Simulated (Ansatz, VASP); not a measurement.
**Rh2Au with different potentials**

System: Rh2Au (cadmium iodide prototype, strained and with displaced atoms), 3 atoms in the cell.

```xyz
3
Lattice="3.7935 -0.0720 0.0972 -1.9591 3.1467 -0.0236 0.1587 0.0471 5.9826" Properties=species:S:1:pos:R:3 pbc="T T T"
Au    1.9933    0.8779    5.1060
Rh    2.0243    3.0664    6.6220
Rh    3.9297    2.0957    9.6836
```

All runs use PBE with spin–orbit coupling; k-mesh 3×3×1 Γ-centred; Fermi–Dirac smearing of 0.15 eV. VASP pressures are printed at a fixed basis; Ansatz's pressures include its basis correction.

The all-electron forces (Ansatz all-electron LAPW; pressure -5.51 GPa):

```
atom  Fx (eV/Å)  Fy (eV/Å)  Fz (eV/Å)
 Au1      0.272      1.777      0.726
 Rh2     -1.000     -0.416      0.692
 Rh3      0.729     -1.361     -1.418
```

**Question.** How far do the runs with frozen-core potentials lie from these?

**Answer.** 
```
                            run  pressure (GPa)  Fz on Rh3 (eV/Å)  rms force difference (meV/Å)
         VASP, Au/Rh_pv, 322 eV           -6.22            -1.436                          17.2
Ansatz norm-conserving, 1197 eV           -5.36            -1.441                          21.0
         VASP, Au/Rh_pv, 680 eV           -5.36            -1.435                          16.6
   Ansatz hand-made PAW, 617 eV           -5.51            -1.419                           2.3
```

The k-mesh is coarse, so these values belong to this mesh and can lie far from the converged ones. The elements were drawn onto a prototype; most such cells aren't known phases.
